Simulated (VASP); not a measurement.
VASP runs on NiS (space group P6_3/mmc) share one base input (LDA (Ceperley-Alder, Perdew-Zunger), plane waves, VASP's LDA PAW potentials (set 64)) and change the settings named in each case.

**POSCAR**
```
NiS
1
    3.4395000000     0.0000000000     0.0000000000
   -1.7197500000     2.9786940000     0.0000000000
    0.0000000000     0.0000000000     5.3514000000
Ni S
2 2
Direct
  0.0000000000   0.0000000000   0.0000000000
  0.0000000000   0.0000000000   0.5000000000
  0.3333330000   0.6666670000   0.2500000000
  0.6666670000   0.3333330000   0.7500000000
```

KPOINTS:
```
Automatic mesh
0
Gamma
8 8 4
0 0 0
```

### INCAR
```
! general
SYSTEM  = NiS
PREC    = Accurate
ENCUT   = 300
LREAL   = .FALSE.
LASPH   = .TRUE.

! electronic loop
EDIFF   = 1E-6
NELM    = 100
ALGO    = Normal
LMAXMIX = 4

! smearing
ISMEAR  = 0
SIGMA   = 0.05

! spin
ISPIN   = 2
MAGMOM  = 2.0 2.0 0.0 0.0

! ions
ISIF    = 2

! output
LWAVE   = .FALSE.
LCHARG  = .FALSE.
LORBIT  = 11
```

POTCAR, in this order: Ni S (LDA.64 set). Program: vasp_std.

```tsv
change	E(σ→0) (eV/atom)	pressure (GPa)	moment (μB)	−TS (eV)
base run	-5.9834	-13.96	0.00	-0.0033
GGA = PS, POTCAR Ni S (PBE.64 set)	-5.6031	[?]	0.00	[?]
KPOINTS 3×3×2 Γ-centred mesh	-5.9394	-12.89	1.56	0.0000
LDAU = .TRUE., LDAUJ = 0 0, LDAUL = 2 -1, LDAUTYPE = 2, LDAUU = 6.0 0	-4.3771	-2.75	3.73	-0.0026
```

Problem. What belongs in the gaps?

Solution. 
- GGA = PS, POTCAR Ni S (PBE.64 set), pressure (GPa): -10.00
- GGA = PS, POTCAR Ni S (PBE.64 set), −TS (eV): -0.0034

Energies of different potentials or functionals have different zeros.  The moments were started parallel, and other spin orders were not tried in this run. At 300 eV the pressure can carry a Pulay error.

Left out are runs that ran out of time, are held back, or changed the cell or the kind of run, fixed moments of cells without a moment, rows past the twelfth, gaps on odd meshes, pressures of charged cells and columns that move by less than the noise.

The structure comes from a measured NiS entry of the Crystallography Open Database, whose conditions weren't checked. The cell was not relaxed at this level.
